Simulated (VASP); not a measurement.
**FeSb (relaxed from the CsCl type structure, space group Pm-3m): computed properties**

These are r2SCAN meta-GGA, VASP's PBE PAW potentials (set 64) (plane waves; VASP 6.6.1) values and carry that method's errors.

| Property | Value |
|---|---|
| space group | Pm-3m (221) |
| cell | a = b = c = 3.265 Å, α = β = γ = 90.00° |
| volume per atom | 17.40 Å^3/atom |
| band gap (over mesh and band path) | none (metal, semimetal or under 0.01 eV) |
| cell moment | 2.33 μB |
| density | 8.47 g/cm³ |

```
CELL_PARAMETERS angstrom
      3.26496     0.00000     0.00000
      0.00000     3.26496     0.00000
      0.00000     0.00000     3.26496
ATOMIC_POSITIONS crystal
  Fe 0.00000 0.00000 0.00000
  Sb 0.50000 0.50000 0.50000
```
Starting moments (μB, in the order of the record's atoms Fe Sb): 2.6 -0.1.

Unless said otherwise, spin-orbit coupling is left out, though it shifts the bands of the heavy elements here.

The structure was generated: FeSb was put into the CsCl type type (Pm-3m), which need not be its known phase. It was relaxed first, which changed the volume by -20 %. Symmetry was kept, so distortions that lower it aren't found.
